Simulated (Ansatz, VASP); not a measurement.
**BC127 (substitutional B in diamond) in two plane-wave programs**

Aim: how closely do two programs agree when they are given the same cell, functional and k mesh? The structure shown is the start of the Ansatz relaxation below; VASP solves that cell, so the two are compared at the walk's first step.

Calculated with Ansatz 0.2.0; plane waves, with VASP 6.6.1 beside it; single point at PBE.

## 1. The starting structure

The cell holds 128 atoms: 127 C and 1 B. Cell: a = 10.103 Å, b = 10.103 Å, c = 10.103 Å, α = 60.0°, β = 60.0°, γ = 60.0°. It derives from C (C (Fd-3m)). Nearest the centre at fractional (0.438, 0.438, 0.438): B128 at 0.05 Å, C44 at 1.51 Å, C74 at 1.54 Å, C50 at 1.54 Å, C43 at 1.56 Å, C49 at 2.49 Å, C14 at 2.49 Å, C73 at 2.51 Å. The cell carries charge −1.

## 2. Ansatz: relaxation, PBE

Ansatz runs on its default PAW (the set named soft_2) files.

The two programs are compared at the cell with which this relaxation starts, whose forces are those of its first step.

input.yaml

```yaml
crystal:
  lattice:
    - [0.0, 7.14391571, 7.14391571]
    - [7.14391571, 0.0, 7.14391571]
    - [7.14391571, 7.14391571, 0.0]
  atoms:
    - { symbol: C, position: [0.125380268, 0.129452271, 0.119639122] }
    - { symbol: C, position: [0.182267577, 0.191484094, 0.186550148] }
[... 3 atom lines left out ...]
    - { symbol: C, position: [0.190500023, 0.188001865, 0.68984795] }
[... 4 atom lines left out ...]
    - { symbol: C, position: [0.131050599, 0.373273038, 0.372685828] }
    - { symbol: C, position: [0.185214685, 0.432981719, 0.44122078] }
    - { symbol: C, position: [0.127350965, 0.379483454, 0.621617789] }
    - { symbol: C, position: [0.188322655, 0.439408992, 0.681610156] }
    - { symbol: C, position: [0.122594879, 0.370752125, 0.877096609] }
[... 2 atom lines left out ...]
    - { symbol: C, position: [0.185352947, 0.682882433, 0.191176994] }
    - { symbol: C, position: [0.121717387, 0.625870671, 0.372050064] }
    - { symbol: C, position: [0.184894021, 0.683362266, 0.439791424] }
    - { symbol: C, position: [0.121470278, 0.624238915, 0.630802026] }
    - { symbol: C, position: [0.181653193, 0.689827413, 0.687996681] }
[... 4 atom lines left out ...]
    - { symbol: C, position: [0.119685868, 0.87488753, 0.375979977] }
[... 8 atom lines left out ...]
    - { symbol: C, position: [0.439984788, 0.181839931, 0.437394461] }
    - { symbol: C, position: [0.377488194, 0.127678436, 0.619079522] }
    - { symbol: C, position: [0.433133646, 0.18763237, 0.692852699] }
    - { symbol: C, position: [0.37323223, 0.12438105, 0.871576589] }
[... 1 atom line left out ...]
    - { symbol: C, position: [0.374116241, 0.37645734, 0.129504667] }
    - { symbol: C, position: [0.441039038, 0.431681799, 0.188716834] }
    - { symbol: C, position: [0.369074378, 0.375879439, 0.37795151] }
    - { symbol: B, position: [0.432851104, 0.442660013, 0.436689065] }
    - { symbol: C, position: [0.373478358, 0.375015886, 0.620981286] }
[... 2 atom lines left out ...]
    - { symbol: C, position: [0.442677812, 0.43836492, 0.935737671] }
    - { symbol: C, position: [0.377232284, 0.629501917, 0.122361048] }
    - { symbol: C, position: [0.433611919, 0.685135725, 0.192715739] }
    - { symbol: C, position: [0.372668343, 0.624607621, 0.371907543] }
    - { symbol: C, position: [0.436190472, 0.687289659, 0.443059485] }
[... 3 atom lines left out ...]
    - { symbol: C, position: [0.442896226, 0.685275098, 0.938137779] }
[... 1 atom line left out ...]
    - { symbol: C, position: [0.440983499, 0.937514135, 0.189671246] }
[... 6 atom lines left out ...]
    - { symbol: C, position: [0.629234946, 0.119942954, 0.123808072] }
    - { symbol: C, position: [0.690473, 0.188349446, 0.181581306] }
    - { symbol: C, position: [0.620637691, 0.127881404, 0.372534466] }
    - { symbol: C, position: [0.688742402, 0.183544082, 0.435107688] }
    - { symbol: C, position: [0.627479177, 0.119609665, 0.628640302] }
[... 2 atom lines left out ...]
    - { symbol: C, position: [0.690908455, 0.190761689, 0.935662239] }
    - { symbol: C, position: [0.619127962, 0.377243102, 0.128016249] }
    - { symbol: C, position: [0.686202701, 0.432558322, 0.189311837] }
    - { symbol: C, position: [0.624119926, 0.370021113, 0.376160595] }
    - { symbol: C, position: [0.688504774, 0.439660065, 0.440293761] }
[... 3 atom lines left out ...]
    - { symbol: C, position: [0.683651762, 0.443055211, 0.935682332] }
    - { symbol: C, position: [0.629642754, 0.622161328, 0.121119293] }
    - { symbol: C, position: [0.689768832, 0.681879612, 0.187354698] }
[... 15 atom lines left out ...]
    - { symbol: C, position: [0.941456349, 0.186142804, 0.182451223] }
[... 5 atom lines left out ...]
    - { symbol: C, position: [0.943037546, 0.18636383, 0.933383049] }
[... 1 atom line left out ...]
    - { symbol: C, position: [0.941794861, 0.432485982, 0.189462806] }
[... 21 atom lines left out ...]
    - { symbol: C, position: [0.939710355, 0.941557403, 0.932366759] }
total_charge: -1
basis:
  ecutwfc: 420
  xc_grid: 2
hamiltonian:
  xc: pbe
kpoints:
  mp_grid: { grid: [1, 1, 1] }
scf:
  occupations: { method: fermi_dirac, width: 0.01 }
  max_iter: 120
relax:
  f_tol: 0.02
  max_steps: 80
  escape_saddle: false
output:
  forces: true
```

The run is started by

```bash
> ansatz run input.yaml --threads 4 --pin off --max-ram 7536MiB --backend cpu --events-out ev --progress --plain --runs-dir out
```

Numbers of over 12 decimals in the logs are rounded to 6 here.

What it wrote:

```text
The last accepted step is kept in <dir> (removed where the run ends without a failure and the disk answers)
Engine: ansatz 0.2.0, aarch64-unknown-linux-gnu
Pseudopotentials: kind: paw
Pseudopotential: C, paw, valence charge 4, recommended cutoff 420 eV (normal), C.paw.azcp
Pseudopotential: B, paw, valence charge 3, recommended cutoff 420 eV (normal), B.paw.azcp
Functional definition: PBE
  parameter kappa = 0.804
  parameter beta = 0.066725
  exchange = pbe_x(kappa = kappa, mu = beta*pi^2/3)
  correlation = pbe_c(beta = beta)
Crystal: 128 atoms, lattice volume = 729.187 Å³
Basis set: ecut = 420 eV, 14211 PW (Γ), exchange–correlation on 144×144×144 points (8 copies of the dense FFT grid, shifted against one another)
Bands: 384, of which v1, the nominal top of the filled ones, is band 256 counted from 1 (255 counted from 0)
Symmetry: 1 space group operations
Space group: P1 (ITA 1), of the structure as read, at distance tolerance 9.0e-5 Å
k-points: 1
Non-local potential: C, projectors of the file, l = 0: 2, l = 1: 2, l = 2: 1
Non-local potential: B, projectors of the file, l = 0: 2, l = 1: 2, l = 2: 1
PAW form: soft (Blöchl's): semilocal exchange-correlation on the pseudo side does not see the compensation charge
PAW one-centre angular grid: C, 110 points (default); XC on 64 Gauss nodes
PAW one-centre angular grid: B, 110 points (default); XC on 64 Gauss nodes
Initial density: superposition of atomic densities (neutral atoms scaled as one to the charged cell's electrons: chi_scale 0, normalization atom), corrected by the library's trained network
Initial wavefunctions: pseudopotential atomic-orbital guess
Functional: x = pbe(κ = 0.804, μ = 0.219515), c = pbe(β = 0.066725)
SCF iter   1: F=—  HF=-31978.163643 eV  |F-HF|=—  |Δ(HF+E_count)|=         —  Δρ=4.68e-3  dr2=3.51e-1  ethr=1.77e-3  ⟨swp⟩=5.0  Hψ=1537  notcnv=0  defer=77
preconditioner: auto → Resta (q_TF=auto, 2.572 Å⁻¹)  ε∞=4.4  [insulator: Δε(μ)=3.819 eV  Ē_g=16.954 eV  σ=0.010 eV  W_gap=1.00  n_scr=180 (ndim 8)  ℏωp=31.1 eV  f_vac=0.000  D(μ)=0.00/eV (n_scr^D=0)  ε∞_Penn≈4.4]
SCF iter   2: F=—  HF=-31978.099062 eV  |F-HF|=—  |Δ(HF+E_count)|=   6.46e-2  Δρ=2.64e-3  dr2=6.51e-2  ethr=6.85e-5  ⟨swp⟩=2.0  Hψ=470  notcnv=0  defer=124
SCF iter   3: F=—  HF=-31978.082246 eV  |F-HF|=—  |Δ(HF+E_count)|=   1.68e-2  Δρ=6.42e-4  dr2=2.36e-3  ethr=1.27e-5  ⟨swp⟩=2.0  Hψ=421  notcnv=0  defer=124
SCF iter   4: F=—  HF=-31978.081832 eV  |F-HF|=—  |Δ(HF+E_count)|=   4.13e-4  Δρ=1.43e-4  dr2=1.03e-4  ethr=4.61e-7  ⟨swp⟩=2.0  Hψ=485  notcnv=0  defer=124
iter 5 did not close the SCF: its close was put off for the readings that it lacked (scf_convergence_deferred on its scf_iter line)
SCF iter   5: F=-31978.081856 eV  HF=-31978.081853 eV  |F-HF|=2.86e-6  |Δ(HF+E_count)|=   2.07e-5  Δρ=4.30e-5  dr2=8.48e-6  ethr=2.01e-8  ⟨swp⟩=2.0  Hψ=631  notcnv=0  defer=124
SCF iter   6: F=-31978.081858 eV  HF=-31978.081858 eV  |F-HF|=3.82e-8  |Δ(HF+E_count)|=   4.94e-6  Δρ=8.43e-6  dr2=3.63e-7  ethr=1.66e-9  ⟨swp⟩=2.0  Hψ=912  notcnv=0
SCF 1 converged in 6 iterations: F = -31978.081858 eV  dr2 = 3.63e-7
  greatest PAW one-centre occupation: 0.650 electrons in one spin orbital (limit 2), on the C atom at site 50 (counted from 0), in its partial waves of l = 0
relax step   1: F+E_penalty+E_count = -31978.08185796 eV  Δ(F+E_penalty+E_count) = +0.000e0 eV  max|allowed force component| = 3.495e0 eV/Å  Δτ_max = 0.0000 Å  (6 SCF iters, dr2 threshold 1.00e-5 eV, accepted)
Initial density: handed on by an earlier stage of this run
Initial wavefunctions: those handed on with the density
iter 1 solved again at ethr=1.70e-4 eV; its pass at ethr=3.10e-3 eV (dr2=8.72e-1 eV) is discarded
SCF iter   1: F=—  HF=-31984.382558 eV  |F-HF|=—  |Δ(HF+E_count)|=         —  Δρ=1.45e-2  dr2=8.76e-1  ethr=1.70e-4  ⟨swp⟩=2.0  Hψ=1285  notcnv=0  defer=122
preconditioner: auto → Resta (q_TF=auto, 2.572 Å⁻¹)  ε∞=4.3  [insulator: Δε(μ)=4.044 eV  Ē_g=17.025 eV  σ=0.010 eV  W_gap=1.00  n_scr=180 (ndim 8)  ℏωp=31.1 eV  f_vac=0.000  D(μ)=0.00/eV (n_scr^D=0)  ε∞_Penn≈4.3]
SCF iter   2: F=—  HF=-31984.199283 eV  |F-HF|=—  |Δ(HF+E_count)|=   1.83e-1  Δρ=7.31e-3  dr2=1.86e-1  ethr=1.70e-4  ⟨swp⟩=3.0  Hψ=470  notcnv=0  defer=122
SCF iter   3: F=—  HF=-31984.159097 eV  |F-HF|=—  |Δ(HF+E_count)|=   4.02e-2  Δρ=9.18e-4  dr2=3.10e-3  ethr=3.63e-5  ⟨swp⟩=2.0  Hψ=438  notcnv=0  defer=122
SCF iter   4: F=—  HF=-31984.159588 eV  |F-HF|=—  |Δ(HF+E_count)|=   4.91e-4  Δρ=2.14e-4  dr2=2.26e-4  ethr=6.06e-7  ⟨swp⟩=2.0  Hψ=644  notcnv=0  defer=122
SCF iter   5: F=-31984.159630 eV  HF=-31984.159632 eV  |F-HF|=1.20e-6  |Δ(HF+E_count)|=   4.41e-5  Δρ=5.02e-5  dr2=1.65e-5  ethr=1.95e-8  ⟨swp⟩=2.0  Hψ=1099  notcnv=0
SCF 2 converged in 5 iterations: F = -31984.159630 eV  dr2 = 1.65e-5
[...]
- { symbol: C, position: [0.125249, 0.624619, 0.624338] }
    - { symbol: C, position: [0.187546, 0.687175, 0.686894] }
    - { symbol: C, position: [0.124961, 0.624777, 0.874463] }
    - { symbol: C, position: [0.187436, 0.687253, 0.937025] }
    - { symbol: C, position: [0.124959, 0.874745, 0.124538] }
    - { symbol: C, position: [0.187391, 0.937427, 0.186968] }
    - { symbol: C, position: [0.124173, 0.875129, 0.374717] }
    - { symbol: C, position: [0.187392, 0.937425, 0.436951] }
    - { symbol: C, position: [0.124960, 0.874745, 0.624496] }
    - { symbol: C, position: [0.187436, 0.937307, 0.686970] }
    - { symbol: C, position: [0.124973, 0.874776, 0.874495] }
    - { symbol: C, position: [0.187436, 0.937307, 0.937025] }
    - { symbol: C, position: [0.375053, 0.124750, 0.124468] }
    - { symbol: C, position: [0.437373, 0.187252, 0.186969] }
    - { symbol: C, position: [0.375141, 0.124032, 0.374719] }
    - { symbol: C, position: [0.436730, 0.187412, 0.436309] }
    - { symbol: C, position: [0.374956, 0.125107, 0.624338] }
    - { symbol: C, position: [0.436729, 0.187412, 0.688290] }
    - { symbol: C, position: [0.375138, 0.124034, 0.874848] }
    - { symbol: C, position: [0.437372, 0.187252, 0.937145] }
    - { symbol: C, position: [0.375140, 0.375002, 0.123750] }
    - { symbol: C, position: [0.436730, 0.436587, 0.187132] }
    - { symbol: C, position: [0.373388, 0.373248, 0.372969] }
    - { symbol: B, position: [0.437426, 0.437292, 0.437010] }
    - { symbol: C, position: [0.373389, 0.373249, 0.629132] }
[...]
- { symbol: C, position: [0.874916, 0.874776, 0.124551] }
    - { symbol: C, position: [0.937447, 0.937307, 0.187013] }
    - { symbol: C, position: [0.874918, 0.874779, 0.374564] }
    - { symbol: C, position: [0.937591, 0.937449, 0.436848] }
    - { symbol: C, position: [0.874921, 0.874779, 0.624475] }
    - { symbol: C, position: [0.937448, 0.937306, 0.686970] }
    - { symbol: C, position: [0.874917, 0.874776, 0.874495] }
    - { symbol: C, position: [0.937431, 0.937290, 0.937009] }
```

## 3. VASP: single point, PBE, start cell, pair 1

The same cell, functional, mesh and smearing now go to VASP, with its own data sets.

Lines of VASP's logs that name or quote its potential files are left out, and so is its time.

INCAR

```
SYSTEM = BC127
PREC = Accurate
ENCUT = 520
EDIFF = 1E-06
NELM = 120
ISMEAR = -1
SIGMA = 0.01
LREAL = Auto
ALGO = Normal
GGA = PE
NELECT = 512
NBANDS = 352
LORBIT = 11
LWAVE = .FALSE.
LCHARG = .FALSE.
ISIF = 2
LASPH = .TRUE.
GGA_COMPAT = .FALSE.
EFERMI = MIDGAP
NCORE = 4
```

POSCAR

```
BC127
1.0
    0.0000000000      7.1439157092      7.1439157092
    7.1439157092      0.0000000000      7.1439157092
    7.1439157092      7.1439157092      0.0000000000
C B
127 1
Direct
    0.1253802587      0.1294522553      0.1196391496
    0.1822675481      0.1914840622      0.1865502134
[... 3 atom lines left out ...]
    0.1905000780      0.1880018683      0.6898479350
[... 4 atom lines left out ...]
    0.1310506784      0.3732730212      0.3726858082
    0.1852146713      0.4329817324      0.4412207714
    0.1273509567      0.3794834108      0.6216178467
    0.1883227007      0.4394089499      0.6816101559
    0.1225948815      0.3707520648      0.8770966449
[... 2 atom lines left out ...]
    0.1853529008      0.6828824273      0.1911770177
    0.1217173516      0.6258706964      0.3720500924
    0.1848940488      0.6833622762      0.4397913732
    0.1214702882      0.6242389582      0.6308020256
    0.1816531791      0.6898274281      0.6879966394
[... 4 atom lines left out ...]
    0.1196859026      0.8748875623      0.3759799400
[... 8 atom lines left out ...]
    0.4399847546      0.1818399115      0.4373944385
    0.3774882165      0.1276784381      0.6190795329
    0.4331336799      0.1876323230      0.6928527297
    0.3732322173      0.1243810168      0.8715765630
[... 1 atom line left out ...]
    0.3741161862      0.3764573393      0.1295046775
    0.4410390083      0.4316818151      0.1887168823
    0.3690743434      0.3758794349      0.3779515478
    0.3734783708      0.3750159029      0.6209812910
    0.4368560083      0.4408300193      0.6902724921
[... 2 atom lines left out ...]
    0.3772322644      0.6295018983      0.1223611162
    0.4336119190      0.6851357434      0.1927157397
    0.3726683108      0.6246075936      0.3719075236
    0.4361904769      0.6872896042      0.4430595389
    0.3743512814      0.6303116083      0.6204913636
[... 3 atom lines left out ...]
    0.3738694728      0.8778233472      0.1197773091
[... 1 atom line left out ...]
    0.3711210501      0.8782958472      0.3719073136
[... 6 atom lines left out ...]
    0.6904729424      0.1883494367      0.1815812998
    0.6206376419      0.1278814081      0.3725344907
    0.6887423789      0.1835440889      0.4351076674
    0.6274791980      0.1196096839      0.6286403260
    0.6817494352      0.1887504773      0.6882961250
[... 2 atom lines left out ...]
    0.6191279657      0.3772431128      0.1280162081
    0.6862026653      0.4325582952      0.1893118641
    0.6241199759      0.3700210931      0.3761605833
    0.6885048341      0.4396600727      0.4402937588
    0.6225237224      0.3803222365      0.6258658671
[... 3 atom lines left out ...]
    0.6296427874      0.6221613161      0.1211192902
    0.6897688467      0.6818796159      0.1873547442
    0.6282490839      0.6235131658      0.3699555828
[... 15 atom lines left out ...]
    0.8747251164      0.1307877274      0.3719137526
[... 5 atom lines left out ...]
    0.8721987008      0.3769218604      0.1297442520
[... 1 atom line left out ...]
    0.8770300848      0.3763052518      0.3776680899
[... 21 atom lines left out ...]
    0.4328511318      0.4426600381      0.4366890830
```

KPOINTS

```
Automatic mesh
0
Gamma
1 1 1
0 0 0
```

The projector-augmented-wave data sets are C and B (PBE family, release 64).

The run is started by

```bash
> mpirun -np 16 vasp_gam
```

What it wrote:

```text
[banner, memory and clock lines left out]
running   16 mpi-ranks, on    1 nodes
[...]
LDA part: xc-table for (Slater+PW92), standard interpolation
 POSCAR, INCAR and KPOINTS ok, starting setup
[...]
entering main loop
       N       E                     dE             d eps       ncg     rms          rms(c)
DAV:   1     0.358590958168E+04    0.35859E+04   -0.31155E+05   712   0.152E+03
DAV:   2    -0.830772883347E+03   -0.44167E+04   -0.40948E+04   920   0.348E+02
DAV:   3    -0.117137211638E+04   -0.34060E+03   -0.33538E+03   880   0.917E+01
DAV:   4    -0.117965569420E+04   -0.82836E+01   -0.82079E+01   864   0.154E+01
DAV:   5    -0.117986590533E+04   -0.21021E+00   -0.20963E+00   864   0.221E+00BRMIX: very serious problems
 the old and the new charge density differ
 old charge density:   511.00000 new  512.00000
    0.454E+01
DAV:   6    -0.114544852892E+04    0.34417E+02   -0.24504E+01   784   0.862E+00    0.270E+01
DAV:   7    -0.113452122585E+04    0.10927E+02   -0.33035E+01   824   0.959E+00    0.633E+00
DAV:   8    -0.113461368902E+04   -0.92463E-01   -0.19973E+00   824   0.265E+00    0.171E+00
DAV:   9    -0.113461418283E+04   -0.49381E-03   -0.15697E-01   856   0.784E-01    0.562E-01
[...]
DAV:  13    -0.113461577298E+04   -0.32837E-04   -0.11790E-04   840   0.178E-02    0.166E-02
DAV:  14    -0.113461578470E+04   -0.11712E-04   -0.17949E-05   784   0.833E-03    0.496E-03
DAV:  15    -0.113461578451E+04    0.18469E-06   -0.19803E-06   632   0.354E-03
   1 F= -.11346158E+04 E0= -.11346158E+04  d E =0.000000E+00
```

OUTCAR, selected parts (step 3):

```text
  FREE ENERGIE OF THE ION-ELECTRON SYSTEM (eV)
  ---------------------------------------------------
  free  energy   TOTEN  =     -1134.6157845115 eV

  energy  without entropy=    -1134.6157845115  energy(sigma->0) =    -1134.61578451
```

The cell is charged against a uniform background.

The run ends at a pressure of 8.08 GPa, with forces up to 4.3 eV/Å.

## 4. Side by side

Known differences besides the potentials themselves: the cutoff is 420 eV in Ansatz and 520 eV in VASP (PREC = Accurate, projectors in real space). Total energies have different zeros and are not compared.

Forces on 9 of the 128 atoms, those with the largest forces and the largest differences (eV/Å; atoms numbered as in POSCAR):

| atom | Ansatz x, y, z | VASP x, y, z |
| --- | --- | --- |
| C44 | 2.912, 2.720, -0.339 | 2.910, 2.729, -0.329 |
| C50 | 3.324, 0.330, 1.044 | 3.335, 0.345, 1.038 |
| C51 | -2.649, -3.183, 0.871 | -2.667, -3.198, 0.882 |
| C56 | 1.769, 2.769, -1.547 | 1.785, 2.783, -1.557 |
| C100 | -0.826, -2.753, -1.981 | -0.841, -2.767, -2.000 |
| C107 | 0.852, 2.574, 0.517 | 0.863, 2.593, 0.533 |
| C115 | 1.247, -2.875, -1.929 | 1.262, -2.880, -1.942 |
| C119 | -1.489, 2.695, -1.122 | -1.496, 2.720, -1.133 |
| C127 | -0.602, 0.511, -3.495 | -0.611, 0.507, -3.507 |

The forces differ by 9.4 meV/Å r.m.s., which is 0.6 % of the r.m.s. force of 1.493 eV/Å (both taken over all components). The cell carries a charge of -1 e against a uniform background, so its pressure also hangs on how the neutralising background is counted, and in a defect's cell a gap may be the spacing between its levels.

## 5. Ansatz: relaxation, PBE

The two programs are compared at the cell with which this relaxation starts, whose forces are those of its first step.

The structure compared here is the start of the Ansatz relaxation; VASP solves that cell, so the two are compared at the walk's first step.

Changes to input.yaml since step 2:

```diff
@@ -32,5 +32,5 @@
     - { symbol: C, position: [0.441039038, 0.431681799, 0.188716834] }
-    - { symbol: C, position: [0.369074378, 0.375879439, 0.37795151] }
-    - { symbol: B, position: [0.432851104, 0.442660013, 0.436689065] }
-    - { symbol: C, position: [0.373478358, 0.375015886, 0.620981286] }
+    - { symbol: C, position: [0.369074378, 0.375879439, 0.37795151], spin: 0.25 }
+    - { symbol: B, position: [0.432851104, 0.442660013, 0.436689065], spin: 0.25 }
+    - { symbol: C, position: [0.373478358, 0.375015886, 0.620981286], spin: 0.25 }
 [... 2 atom lines left out ...]
@@ -39,3 +39,3 @@
     - { symbol: C, position: [0.433611919, 0.685135725, 0.192715739] }
-    - { symbol: C, position: [0.372668343, 0.624607621, 0.371907543] }
+    - { symbol: C, position: [0.372668343, 0.624607621, 0.371907543], spin: 0.25 }
     - { symbol: C, position: [0.436190472, 0.687289659, 0.443059485] }
@@ -69,3 +69,2 @@
     - { symbol: C, position: [0.939710355, 0.941557403, 0.932366759] }
-total_charge: -1
 basis:
@@ -77,2 +76,6 @@
   mp_grid: { grid: [1, 1, 1] }
+magnetization:
+  spin_polarized: true
+  initial_magnetization: 1
+  spin_locking: { lock_magnetization: hard }
 scf:
```

The run is started by

```bash
> ansatz run input.yaml --threads 4 --pin off --max-ram 7536MiB --backend cpu --events-out ev --progress --plain --runs-dir out
```

What it wrote:

```text
[...]
Crystal: 128 atoms, lattice volume = 729.187 Å³
Basis set: ecut = 420 eV, 14211 PW (Γ), exchange–correlation on 144×144×144 points (8 copies of the dense FFT grid, shifted against one another)
Bands: 384, of which v1, the nominal top of the filled ones, is band 256 counted from 1 (255 counted from 0)
Symmetry: 1 space group operations
[...]
k-points: 1
[...]
Starting moments: Σ|m| = 1 μB on 4 of 128 sites
[...]
- { symbol: C, position: [0.187505, 0.687370, 0.937104] }
    - { symbol: C, position: [0.124807, 0.874703, 0.124389] }
    - { symbol: C, position: [0.187454, 0.937538, 0.187044] }
    - { symbol: C, position: [0.123966, 0.875139, 0.374538] }
    - { symbol: C, position: [0.187455, 0.937516, 0.437117] }
[...]
- { symbol: B, position: [0.438162, 0.438016, 0.437762] }
[...]
- { symbol: C, position: [0.874840, 0.874711, 0.624414] }
    - { symbol: C, position: [0.937515, 0.937389, 0.687085] }
    - { symbol: C, position: [0.874843, 0.874708, 0.874413] }
    - { symbol: C, position: [0.937502, 0.937371, 0.937079] }
```

(Continued in part 2 of 2.)

[Lines on the potential files, build, host, timing and source positions are cut from VASP's logs without a mark.]

[Logs are printed without paths, hosts, clocks, repeated set-up lines and the standing remarks that a program may print on its own settings, such as how far it seeks lower states.]

[Hosts, paths, dates, database ids (printed as entryN), source tags and the programs' standing remarks are cut or masked in the printed files.]
